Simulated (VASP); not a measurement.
Here is a VASP 6.6.1 calculation.

File INCAR:

```
SYSTEM = KCaF3
PREC     = Accurate       ! precision mode
ENCUT    = 520            ! plane-wave cutoff, eV
EDIFF    = 1E-7           ! SCF threshold, eV
ISMEAR   = 0              ! smearing method
SIGMA    = 0.05           ! smearing width, eV
LREAL    = .False.        ! projectors in reciprocal space
LASPH    = .True.         ! aspherical terms in the spheres
NELM     = 100            ! most SCF steps
ALGO     = Fast           ! electronic algorithm
ISIF     = 2              ! what is computed and relaxed
LWAVE    = .False.        ! write WAVECAR
LCHARG   = .False.        ! write CHGCAR
NBANDS   = 28             ! bands
```

File KPOINTS:

```
regular mesh
0
Gamma
  6 6 6
  0 0 0
```

The input POSCAR:

```
KCaF3
1.0
    4.8687084335      0.0000000000      0.0000000000
    0.0000000000      4.8687084335      0.0000000000
    0.0000000000      0.0000000000      3.7975925781
K Ca F
1 1 3
Direct
    0.5000000000      0.5000000000      0.5000000000
    0.0000000000      0.0000000000      0.0000000000
    0.0000000000      0.5000000000      0.0000000000
    0.0000000000      0.0000000000      0.5000000000
    0.5000000000      0.0000000000      0.0000000000
```

Potentials or basis: VASP PAW LDA potentials, release 64 (K_sv, Ca_sv, F).

Command:

```bash
$ cat potpaw_LDA.64/K_sv/POTCAR potpaw_LDA.64/Ca_sv/POTCAR potpaw_LDA.64/F/POTCAR > POTCAR
$ mpirun -np 1 vasp_std > vasp.out
```

Problem. Estimate the pressure.

Solution. 2.2 GPa.

Problem. Predict the band gap on the k mesh.

Solution. 5.32 eV, direct.

Stress tensor (GPa, compression positive):
```
-9.65  0.00  0.00
 0.00 -9.65  0.00
 0.00  0.00 25.82
```

A k mesh can miss the band edges. A hybrid or GW would open this gap; LDA tends to underestimate it.
